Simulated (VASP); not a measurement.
Input for VASP

**KPOINTS**
```
Automatic mesh
0
Gamma
8 8 8
0 0 0
```

File POSCAR:
```
CdSe
5.998240
  0.0000000000   0.4999999932   0.4999999932
  0.4999999932   0.0000000000   0.4999999932
  0.4999999932   0.4999999932   0.0000000000
Cd Se
1 1
Direct
  0.0000000000   0.0000000000   0.0000000000
  0.2500000000   0.2500000000   0.2500000000
```

### INCAR
```
SYSTEM = CdSe
PREC = Accurate; ENCUT = 520; LREAL = .False.
LASPH = .True.
EDIFF = 1E-7; NELM = 100; ALGO = Normal
LMAXMIX = 4
ISMEAR = 0; SIGMA = 0.05
GGA = PE; IVDW = 12
ISIF = 2
LWAVE = .False.; LCHARG = .False.
```

POTCAR, in this order: Cd Se (PBE.64 set). Program: vasp_std.

Task: Translate this PBE-D3(BJ) calculation to Ansatz.

Result: One equivalent input (not run):
Ansatz 0.2 input:
```yaml
crystal:
  lattice:
    - [0.0000000, 2.9991200, 2.9991200]
    - [2.9991200, 0.0000000, 2.9991200]
    - [2.9991200, 2.9991200, 0.0000000]
  atoms:
    - { symbol: Cd, position: [0.0000000, 0.0000000, 0.0000000] }
    - { symbol: Se, position: [0.2500000, 0.2500000, 0.2500000] }
kpoints:
  mp_grid: { grid: [8, 8, 8] }
hamiltonian:
  xc: pbe
  dispersion: d3bj
  pseudopotentials: { kind: paw }
scf:
  occupations: { method: gaussian, width: 0.05 }
  max_iter: 100
output: { forces: true, stress: true, eigenvalues: true }
```
The two are equivalent in intent, not identical: each code has its own PAW files, so the cut-off isn't converted (ENCUT is set for VASP's; basis.ecutwfc is left out, and Ansatz then takes the one that its files recommend); Ansatz stops its SCF on the density residual and VASP on the energy change (EDIFF).

The compound is CdSe in the zinc blende structure, whereas wurtzite is the usual form. This cell is one point of a volume scan, at 0.94 of the reference volume.
